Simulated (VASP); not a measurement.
H2Pb under changes of volume

One of the cells (19.216 Å³/atom); the others are scaled copies at fixed shape and fractional positions:

```xyz
3
Lattice="3.4496 0.0000 0.0000 -1.7248 2.9875 0.0000 0.0000 0.0000 5.5939" Properties=species:S:1:pos:R:3 pbc="T T T"
H     0.0000    1.9916    0.0000
H     1.7248    0.9958    2.7969
Pb    1.7248    0.9958    0.0000
```

The cell was built by a generator and needn't be a form met in nature.

```yaml
Program: VASP 6.6.1
Functional: r2SCAN
Potentials_or_basis: VASP PAW PBE potentials, release 64 (H, Pb_d)
Cutoff: 520 eV
k_mesh: 9 × 9 × 5
Occupations: fermi-dirac, width 0.05 eV
Spin: no spin polarisation
```

```tsv
volume (Å³/atom)	energy over the lowest point (meV/atom)	pressure (GPa)
17.709	44.73	5.7
18.086	?	?
18.463	22.31	3.8
19.216	8.06	2.3
19.593	3.40	1.6
19.970	0.00	1.1
```

Task: What does the run at 18.086 Å³/atom give?

Result: Energy over the lowest point 32.39 meV/atom; pressure 4.7 GPa.

Worked out: A Birch-Murnaghan fit of order 3 (a polynomial in V^(-2/3)) to the other rows has no minimum within the range. It gives 32.35 meV/atom at 18.086 Å³/atom, against the run's 32.39, and -dE/dV = 4.7 GPa, against 4.7.

Energies are extrapolated to zero smearing.

Caveats: the PAW data sets were made with another functional, which shifts forces and pressure a little.
